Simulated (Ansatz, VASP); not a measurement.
# Two plane-wave programs on PIr

INCAR

```
SYSTEM = PIr
ALGO     = Normal         ! electronic algorithm
EDIFF    = 1E-7           ! SCF threshold, eV
ENCUT    = 520            ! plane-wave cutoff, eV
GGA      = PE             ! functional
ISIF     = 2              ! what is computed and relaxed
ISMEAR   = 0              ! smearing method
LASPH    = .True.         ! aspherical terms in the spheres
LCHARG   = .True.         ! write CHGCAR
LELF     = .True.         ! ELF
LREAL    = .False.        ! projectors in reciprocal space
LVHAR    = .True.       
LWAVE    = .False.        ! write WAVECAR
NBANDS   = 14             ! bands
NELM     = 60             ! most SCF steps
PREC     = Accurate       ! precision mode
SIGMA    = 0.05           ! smearing width, eV
```

The input KPOINTS:

```
k-points
0
Gamma
  12 12 12
  0 0 0
```

File POSCAR:

```
PIr
1.0
    0.0000000000      2.5818443235      2.5818443235
    2.5818443235      0.0000000000      2.5818443235
    2.5818443235      2.5818443235      0.0000000000
Ir P
1 1
Direct
    0.0000000000      0.0000000000      0.0000000000
    0.2500000000      0.2500000000      0.2500000000
```

Input for Ansatz:

```yaml
crystal:
  lattice:
    - [0.0, 2.5818443235, 2.5818443235]
    - [2.5818443235, 0.0, 2.5818443235]
    - [2.5818443235, 2.5818443235, 0.0]
  atoms:
    - { symbol: Ir, position: [0.0, 0.0, 0.0] }
    - { symbol: P, position: [0.25, 0.25, 0.25] }
basis:
  ecutwfc: 420
  ecutrho_ratio: 4
kpoints:
  mp_grid: { grid: [12, 12, 12] }
hamiltonian:
  xc: pbe
scf:
  occupations: { method: gaussian, width: 0.05 }
output:
  forces: true
  stress: true
  eigenvalues: true
```

Alike in both runs: task single point; functional PBE; k mesh 12 × 12 × 12; occupations gaussian, width 0.05 eV; no spin polarisation.

```csv
,VASP,Ansatz
version,VASP 6.6.1,Ansatz 0.2.0
potentials or method,"VASP PAW PBE potentials, release 64 (Ir, P)","scalar-relativistic, plane waves, PAW"
plane-wave cutoff (eV),520,420
valence electrons in the cell,14,22
```

|  | VASP | Ansatz | Ansatz less VASP |
| --- | --- | --- | --- |
| gap on the k mesh at the Fermi level (eV) | none | none | - |
| pressure (GPa) | 10.2 | 9.6 | -0.61 |

A gap of «none» marks a metal or a gap that the smearing closes. The two sets of potentials don't hold the same shells in valence.

Spin-orbit coupling is left out, which matters for the levels of Ir.
